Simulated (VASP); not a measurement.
Level of theory: PBE GGA, VASP's PBE PAW potentials (set 64) (plane waves; VASP).

Input for VASP

### POSCAR
```
MgS
1
    0.0000000000     2.6568070000     2.5703360000
    2.5496310000     0.0000000000     2.5703360000
    2.5496310000     2.6568070000     0.0000000000
Mg S
1 1
Direct
  0.0000000000   0.0000000000   0.0000000000
  0.4942240000   0.5057760000   0.5057760000
```

File KPOINTS:
```
kpoints
0
gamma
  8 8 8
```

INCAR:
```
SYSTEM  =  MgS
PREC  =  Accurate; ENCUT  =  400; LREAL  =  F
LASPH  =  T
EDIFF  =  1E-6; NELM  =  100; ALGO  =  Normal
IMIX  =  4; AMIX  =  1.0; BMIX  =  1.0
ISMEAR  =  0; SIGMA  =  0.05
GGA  =  PE
ISIF  =  2
LWAVE  =  F; LCHARG  =  F
```

POTCAR, in this order: Mg S (PBE.64 set). Program: vasp_std.

The resulting files:

File OSZICAR:
```
       N       E                     dE             d eps       ncg     rms          rms(c)
DAV:   1     0.187437834271E+02    0.18744E+02   -0.32816E+03  1616   0.654E+02
DAV:   2    -0.811473647675E+01   -0.26859E+02   -0.25167E+02  2120   0.984E+01
DAV:   3    -0.888520251933E+01   -0.77047E+00   -0.77047E+00  1824   0.225E+01
DAV:   4    -0.888843811131E+01   -0.32356E-02   -0.32356E-02  2384   0.163E+00
DAV:   5    -0.888844225145E+01   -0.41401E-05   -0.41401E-05  1968   0.471E-02    0.446E+00
DAV:   6    -0.864626408490E+01    0.24218E+00   -0.53600E+00  1552   0.115E+01    0.531E+00
DAV:   7    -0.848341200101E+01    0.16285E+00   -0.89140E-01  1552   0.481E+00    0.259E+00
DAV:   8    -0.848529823203E+01   -0.18862E-02   -0.14962E-02  1848   0.107E+00    0.171E-01
DAV:   9    -0.848518261162E+01    0.11562E-03   -0.36257E-04  1936   0.185E-01    0.174E-01
DAV:  10    -0.848516175835E+01    0.20853E-04   -0.62422E-05  2120   0.418E-02    0.166E-02
DAV:  11    -0.848516110430E+01    0.65405E-06   -0.26714E-06  1800   0.119E-02
   1 F= -.84851611E+01 E0= -.84851611E+01  d E =-.918241E-16
```

File OUTCAR:
```
------------------------ aborting loop because EDIFF is reached ----------------------------------------
  FORCE on cell =-STRESS in cart. coord.  units (eV):
  Direction    XX          YY          ZZ          XY          YZ          ZX
  --------------------------------------------------------------------------------------
  Total        0.8662455     -0.1331386      0.6187244      0.0000000      0.0000000      0.0000000
  in kB       39.8560561     -6.1257245     28.4675811      0.0000000      0.0000000      0.0000000
  external PRESSURE =      20.7326376 kB  Pullay stress =       0.0000000 kB
  volume of cell :       34.82
      direct lattice vectors                 reciprocal lattice vectors
     0.000000000  2.656807000  2.570336000    -0.196106809  0.188195831  0.194527097
     2.549631000  0.000000000  2.570336000     0.196106809 -0.188195831  0.194527097
     2.549631000  2.656807000  0.000000000     0.196106809  0.188195831 -0.194527097
 POSITION                                       TOTAL-FORCE (eV/Angst)
 -----------------------------------------------------------------------------------
      0.00000      0.00000      0.00000         0.120625      0.000000      0.000000
      2.57908      2.65681      2.57034        -0.120625      0.000000      0.000000
 -----------------------------------------------------------------------------------
    total drift:                               -0.000302     -0.000000     -0.000000
  FREE ENERGIE OF THE ION-ELECTRON SYSTEM (eV)
  ---------------------------------------------------
  free  energy   TOTEN  =        -8.4851611043 eV

  energy  without entropy=       -8.4851611043  energy(sigma->0) =       -8.48516110
```
(Selected blocks of OUTCAR.)

The compound is MgS in the rock salt structure. The cell was not relaxed at this level, atoms are displaced from their ideal sites. The run is one of a series of settings (AMIX = 1.0, BMIX = 1.0, IMIX = 4 against the base run), some of them coarse on purpose.
